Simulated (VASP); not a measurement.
These are PBEsol GGA, VASP's PBE PAW potentials (set 64) (plane waves; VASP) values and carry that method's errors.

The input files of a VASP run:

File KPOINTS:
```
Automatic mesh
0
Gamma
7 7 7
0 0 0
```

### INCAR
```
SYSTEM=SrVO3
PREC=Accurate; ENCUT=520; LREAL=.False.
LASPH=.True.
EDIFF=1E-6; NELM=100; ALGO=Normal
LMAXMIX=4
ISMEAR=1; SIGMA=0.1
GGA=PS
IBRION=2; NSW=60; ISIF=3
EDIFFG=-0.02
LWAVE=.False.; LCHARG=.False.
```

POSCAR:
```
SrVO3
1
    3.8155536819    -0.0000000000    -0.0000000000
    0.0000000000     3.8155536819     0.0000000000
    0.0000000000    -0.0000000000     3.8155536819
Sr V O
1 1 3
Direct
  0.0000000000   0.0000000000   0.0000000000
  0.5000000000   0.5000000000   0.5000000000
  0.5000000000   0.0000000000   0.5000000000
  0.0000000000   0.5000000000   0.5000000000
  0.5000000000   0.5000000000   0.0000000000
```

POTCAR, in this order: Sr_sv V_sv O (PBE.64 set). Program: vasp_std.

Q: Predict the energy per atom (σ→0), band gap (on the k-mesh).

A: 
The energy per atom (σ→0) is -8.281 eV/atom and the band gap (on the k-mesh) is none (metal, semimetal or under 0.01 eV).

File OSZICAR:
```
...
DAV:   9    -0.414180130872E+02   -0.13775E-01   -0.16623E-01  1368   0.257E+00    0.147E+00
DAV:  10    -0.414093386213E+02    0.86745E-02   -0.98133E-02  1056   0.310E+00    0.399E-01
DAV:  11    -0.414076516728E+02    0.16869E-02   -0.10924E-02  1032   0.902E-01    0.103E-01
DAV:  12    -0.414077211417E+02   -0.69469E-04   -0.53015E-04  1200   0.184E-01    0.976E-02
DAV:  13    -0.414076889011E+02    0.32241E-04   -0.22897E-04  1088   0.133E-01    0.114E-02
DAV:  14    -0.414076899099E+02   -0.10089E-05   -0.11134E-05  1264   0.203E-02    0.874E-03
DAV:  15    -0.414076897603E+02    0.14966E-06   -0.14033E-06   520   0.865E-03
   1 F= -.41407690E+02 E0= -.41406746E+02  d E =-.414077E+02
```

The compound is SrVO3 in the cubic perovskite structure. It was relaxed first. The start is the result of an earlier pass. The run is not spin-polarised, so no magnetic state was tried. The electron count is odd and the run is not spin-polarised, which forces a metal.
